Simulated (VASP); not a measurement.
Output of a VASP run:

OSZICAR:
```
...
DAV:   8    -0.223630961956E+01   -0.18844E-05   -0.64711E-07   432   0.102E-02    0.137E-03
DAV:   9    -0.223630941738E+01    0.20217E-06   -0.40459E-08   308   0.223E-03    0.809E-04
DAV:  10    -0.223630960797E+01   -0.19058E-06   -0.11617E-08   216   0.125E-03    0.393E-04
DAV:  11    -0.223630933202E+01    0.27594E-06   -0.78427E-09   212   0.134E-03    0.170E-04
DAV:  12    -0.223630941772E+01   -0.85699E-07   -0.75113E-10   216   0.307E-04
   4 F= -.22363094E+01 E0= -.22363094E+01  d E =-.658603E-02
       N       E                     dE             d eps       ncg     rms          rms(c)
DAV:   1    -0.223908316587E+01   -0.27738E-02   -0.22447E-01   416   0.267E+00    0.379E-01
DAV:   2    -0.223710214499E+01    0.19810E-02   -0.10805E-02   408   0.940E-01    0.141E-01
DAV:   3    -0.223802868624E+01   -0.92654E-03   -0.15995E-03   460   0.395E-01    0.109E-01
DAV:   4    -0.223752437514E+01    0.50431E-03   -0.69014E-04   444   0.228E-01    0.259E-02
DAV:   5    -0.223779067872E+01   -0.26630E-03   -0.63717E-04   416   0.280E-01    0.189E-02
DAV:   6    -0.223780964103E+01   -0.18962E-04   -0.38331E-05   440   0.744E-02    0.184E-02
DAV:   7    -0.223783179249E+01   -0.22151E-04   -0.20307E-05   448   0.533E-02    0.352E-03
DAV:   8    -0.223782746901E+01    0.43235E-05   -0.74805E-06   416   0.374E-02    0.440E-03
DAV:   9    -0.223783589438E+01   -0.84254E-05   -0.24329E-06   416   0.223E-02    0.897E-04
DAV:  10    -0.223783209721E+01    0.37972E-05   -0.70957E-07   420   0.111E-02    0.131E-03
DAV:  11    -0.223783427787E+01   -0.21807E-05   -0.52071E-08   340   0.353E-03    0.108E-03
DAV:  12    -0.223783263103E+01    0.16468E-05   -0.49359E-08   292   0.300E-03    0.317E-04
DAV:  13    -0.223783422346E+01   -0.15924E-05   -0.16075E-08   220   0.192E-03    0.966E-05
DAV:  14    -0.223783384088E+01    0.38258E-06   -0.11459E-09   216   0.342E-04    0.111E-04
DAV:  15    -0.223783385166E+01   -0.10779E-07   -0.17253E-10   216   0.162E-04
   5 F= -.22378339E+01 E0= -.22378339E+01  d E =-.152443E-02
       N       E                     dE             d eps       ncg     rms          rms(c)
DAV:   1    -0.224010061104E+01   -0.22668E-02   -0.28521E-01   412   0.301E+00    0.428E-01
DAV:   2    -0.223760088885E+01    0.24997E-02   -0.13702E-02   408   0.106E+00    0.158E-01
DAV:   3    -0.223874760118E+01   -0.11467E-02   -0.20251E-03   464   0.444E-01    0.122E-01
DAV:   4    -0.223809724395E+01    0.65036E-03   -0.88887E-04   444   0.260E-01    0.294E-02
DAV:   5    -0.223843728344E+01   -0.34004E-03   -0.81236E-04   412   0.315E-01    0.213E-02
DAV:   6    -0.223846050272E+01   -0.23219E-04   -0.49434E-05   448   0.849E-02    0.212E-02
DAV:   7    -0.223848921392E+01   -0.28711E-04   -0.26579E-05   432   0.611E-02    0.404E-03
DAV:   8    -0.223848482880E+01    0.43851E-05   -0.93667E-06   416   0.416E-02    0.519E-03
DAV:   9    -0.223849467546E+01   -0.98467E-05   -0.30305E-06   416   0.248E-02    0.109E-03
DAV:  10    -0.223849046844E+01    0.42070E-05   -0.91085E-07   428   0.125E-02    0.155E-03
DAV:  11    -0.223849299880E+01   -0.25304E-05   -0.67457E-08   336   0.401E-03    0.128E-03
DAV:  12    -0.223849112739E+01    0.18714E-05   -0.64030E-08   292   0.342E-03    0.333E-04
DAV:  13    -0.223849294582E+01   -0.18184E-05   -0.20061E-08   248   0.217E-03    0.111E-04
DAV:  14    -0.223849251397E+01    0.43185E-06   -0.14858E-09   216   0.390E-04    0.136E-04
DAV:  15    -0.223849250228E+01    0.11686E-07   -0.24697E-10   216   0.198E-04
   6 F= -.22384925E+01 E0= -.22384925E+01  d E =-.218308E-02
```

OUTCAR:
```
------------------------ aborting loop because EDIFF is reached ----------------------------------------
  FORCE on cell =-STRESS in cart. coord.  units (eV):
  Direction    XX          YY          ZZ          XY          YZ          ZX
  --------------------------------------------------------------------------------------
  Total       -0.0656642     -0.0656642     -0.0493192      0.0000000     -0.0000000      0.0000000
  in kB       -0.9397595     -0.9397593     -0.7058371      0.0000000     -0.0000000      0.0000000
  external PRESSURE =      -0.8617853 kB  Pullay stress =       0.0000000 kB
  volume of cell :      111.95
      direct lattice vectors                 reciprocal lattice vectors
     2.087538087 -3.615721665 -0.000000000     0.239516588 -0.138284981  0.000000000
     2.087538087  3.615721665  0.000000000     0.239516588  0.138284981  0.000000000
    -0.000000000 -0.000000000  7.415885407     0.000000000 -0.000000000  0.134845665
 POSITION                                       TOTAL-FORCE (eV/Angst)
 -----------------------------------------------------------------------------------
      0.00000     -0.00000     -0.00000         0.000000      0.000000      0.000000
      2.08754      1.20524      1.65076        -0.000000     -0.000000      0.003115
      2.08754     -1.20524      5.76512         0.000000      0.000000     -0.003115
 -----------------------------------------------------------------------------------
    total drift:                                0.000000      0.000000      0.000000
  FREE ENERGIE OF THE ION-ELECTRON SYSTEM (eV)
  ---------------------------------------------------
  free  energy   TOTEN  =        -2.2384925023 eV

  energy  without entropy=       -2.2384925023  energy(sigma->0) =       -2.23849250

 reached required accuracy - stopping structural energy minimisation
```
(Selected blocks of OUTCAR.)

### POSCAR
```
MgI2
1
    2.1056527116    -3.6470970442     0.0000000000
    2.1056527116     3.6470970442     0.0000000000
    0.0000000000     0.0000000000     7.2888388131
Mg I
1 2
Direct
  0.0000000000   0.0000000000   0.0000000000
  0.3333330000   0.6666670000   0.2292015975
  0.6666670000   0.3333330000   0.7707984025
```

Q: Write an INCAR and KPOINTS that could have produced this output.

A: This is not unique; one that fits is the input of the run itself, MS2 meta-GGA, plane waves, VASP's PBE PAW potentials (set 64).

**KPOINTS**
```
Automatic mesh
0
Gamma
6 6 3
0 0 0
```

INCAR:
```
SYSTEM = MgI2
PREC = Accurate
ENCUT = 520
EDIFF = 1E-7
NELM = 100
ALGO = Normal
LREAL = .FALSE.
LASPH = .TRUE.
ISMEAR = 0
SIGMA = 0.05
METAGGA = MS2
LMIXTAU = .TRUE.
LMAXMIX = 4
LWAVE = .FALSE.
LCHARG = .FALSE.
ISIF = 4
IBRION = 2
NSW = 30
EDIFFG = -0.01
```

POTCAR, in this order: Mg I (PBE.64 set). Program: vasp_std.

The compound is MgI2 in the 1T layered structure. This cell is one point of a volume scan, at 1.03 of the reference volume. Symmetry was kept, so distortions that lower it aren't found.
